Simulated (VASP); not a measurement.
Input of a VASP 6.6.1 run:

File INCAR:

```
PREC = Accurate
ENCUT = 450
EDIFF = 1E-5
ISMEAR = 0
SIGMA = 0.03
LREAL = Auto
LASPH = T
NELM = 120
ALGO = Normal
ISIF = 2
LWAVE = F
LCHARG = F
ISPIN = 2
MAGMOM = 0 0 0 0 0 0 0 0 0 0 0 0 0 0 0 0 0 0 0 0 0 0 0 0 0 0 0 0 0 0 0 0
LORBIT = 11
NUPDOWN = 0
LMAXMIX = 4
LDAU = T
LDAUTYPE = 2
LDAUL = 2 -1 -1
LDAUU = 3 0 0
LDAUJ = 0 0 0
LDAUPRINT = 1
GGA = PS
ISYM = 0
KPAR = 4
```

The input KPOINTS:

```
regular mesh
0
Gamma
  4 4 2
```

File POSCAR:

```
Al15VN16                                
1.0
    6.2200008610      0.0000000000      0.0000000000
   -3.1100004305      5.3866787572      0.0000000000
    0.0000000000      0.0000000000      9.9600000000
  V               Al              N             
     1    15    16
Direct
     0.3338982224337023    0.1657199780316213    0.9961504604491827
     0.3329620360698401    0.1656782039020506    0.5005995376638491
     0.3331072088679518    0.6652716664083597    0.0014780991403112
     0.3337573123125954    0.6661444379349750    0.5001860309355352
     0.8339146930169062    0.1661975719387200    0.0015522668694536
     0.8324972072091702    0.1650459164761850    0.5003864861052107
     0.8342186429137392    0.6654673327805403    0.0015214795760157
     0.8324941780767866    0.6662771014818740    0.5004553744140030
     0.1667474634229534    0.3328659179980760    0.2521239264197896
     0.1648500506185751    0.3332836014031728    0.7485621556060083
     0.1667542641821198    0.8322825352132868    0.2520479719516473
     0.1650461933439867    0.8293513010792856    0.7484929620616197
     0.6672620651452418    0.3329705791302772    0.2520419945233155
     0.6690227740933452    0.3335349591740812    0.7485620113154140
     0.6670024712879069    0.8328144319606767    0.2504583283809205
     0.6661805532152715    0.8320496714978728    0.7508489722123382
     0.3336051762085656    0.1659354143215092    0.1985429907134115
     0.3329167330166131    0.1653949158557007    0.6932526502607210
     0.3332150617652042    0.6657411884278098    0.1920466047385012
     0.3343576769612559    0.6659602842476265    0.6902644521351688
     0.8338921056393692    0.1665161735624411    0.1920592294655728
     0.8321091817628197    0.1638495991958474    0.6904289257892120
     0.8338920605257468    0.6659126084393531    0.1920844504466797
     0.8322267962612403    0.6663075899758559    0.6904749453758584
     0.1659803420483672    0.3326848210795483    0.4429189537771305
     0.1605270488510902    0.3386085831746095    0.9382263690523739
     0.1658472236037377    0.8317666871026720    0.4428499844047899
     0.1606274034235799    0.8193391296568083    0.9382360189704680
     0.6669888327202608    0.3329063606513479    0.4428863615651332
     0.6801998735868300    0.3390229734943134    0.9382777510085398
     0.6663829706759794    0.8325632542604083    0.4407227220803595
     0.6670931767392428    0.8322742101430838    0.9423785325914898
```

Potentials or basis: VASP PAW PBE potentials, release 64 (V_sv, Al, N).

Run with:

```sh
$ cat potpaw_PBE.64/V_sv/POTCAR potpaw_PBE.64/Al/POTCAR potpaw_PBE.64/N/POTCAR > POTCAR
$ mpirun -np 4 vasp_std > vasp.out
```

(1) What does it give for the largest force?

Results:

(1) 0.036 eV/Å.

Caveat: the PAW data sets were made with another functional, which shifts forces and pressure a little; the total moment is fixed, so each spin has its own Fermi level.
